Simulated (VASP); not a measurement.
Consider the following.

```
CELL_PARAMETERS angstrom
      0.00000     3.09315     3.09315
      3.09315     0.00000     3.09315
      3.09315     3.09315     0.00000
ATOMIC_POSITIONS crystal
  In 0.00000 0.00000 0.00000
  As 0.25000 0.25000 0.25000
```

The numbers are results of PW91 GGA, VASP's PBE PAW potentials (set 64) (plane waves; VASP), not measurements. Run with 520 eV cut-off, 9×9×9 Γ-centred mesh, first-order Methfessel-Paxton smearing of 0.10 eV, potentials In_d As.

Unless said otherwise, spin-orbit coupling is left out, though it shifts the bands of the heavy elements here.

**Question.** Predict the energy per atom (σ→0), band gap (on the k-mesh) with the smallest direct gap where there is one.

**Answer.** 
```json
{
 "band gap (on the k-mesh)": "none (metal, semimetal or under 0.01 eV)",
 "energy per atom (σ→0)": "-3.890 eV/atom"
}
```

Only differences to runs with the same potentials and settings are physical.

The compound is InAs in the zinc blende structure. It was relaxed first, which changed the volume by +6 %. The start is the result of an earlier pass.
